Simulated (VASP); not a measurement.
Input:

```xyz
8
Lattice="3.2044 1.8500 6.0837 -3.2044 1.8500 6.0837 0.0000 -3.7001 6.0837" Properties=species:S:1:pos:R:3 pbc="T T T"
Sc     0.0000     0.0000     6.0834
Sc     0.0000     0.0000    12.1676
Cl     0.9008     1.8505     7.4989
Cl    -0.9008    -1.8505    10.7522
Cl    -2.0530    -0.1451     7.4989
Cl     2.0530     0.1451    10.7522
Cl     1.1522    -1.7054     7.4989
Cl    -1.1522     1.7054    10.7522
```

Level of theory: PBEsol GGA, VASP's PBE PAW potentials (set 64) (plane waves; VASP). Settings: 300 eV cut-off, 4×4×4 Γ-centred mesh, Fermi-Dirac smearing of 0.020 eV, potentials Sc_sv Cl.

Question: Give the energies of bands 24 to 37 at the high-symmetry points, in eV from the valence-band maximum.

Answer: 
```
band      Γ      T     H2      L     S0      F
----  -----  -----  -----  -----  -----  -----
24    -1.17  -1.23  -1.09  -1.36  -1.13  -1.30
25    -1.10  -1.06  -1.04  -1.21  -0.90  -1.06
26    -1.10  -1.06  -0.86  -0.92  -0.84  -0.99
27    -0.67  -0.97  -0.68  -0.60  -0.68  -0.90
28    -0.23  -0.55  -0.53  -0.54  -0.60  -0.62
29    -0.23  -0.34  -0.50  -0.46  -0.50  -0.57
30    -0.09  -0.34  -0.39  -0.26  -0.36  -0.33
31    -0.09  -0.15  -0.30  -0.20  -0.25  -0.23
32    -0.02  -0.15  -0.22  -0.11  -0.23  -0.11
33     4.04   4.06   3.76   3.71   3.73   3.75
34     4.04   4.06   3.77   3.78   3.76   3.81
35     4.04   4.07   4.05   4.16   4.04   4.11
36     4.10   4.12   4.22   4.19   4.22   4.16
37     4.29   4.32   4.48   4.44   4.48   4.46
```

The gap is indirect, 3.71 eV, from the valence maximum at Γ-S0 at 0.29 to the conduction minimum at L.

The structure comes from a computed database's ScCl3 entry (R-3); how it stands against other phases isn't given here. The cell was not relaxed at this level.
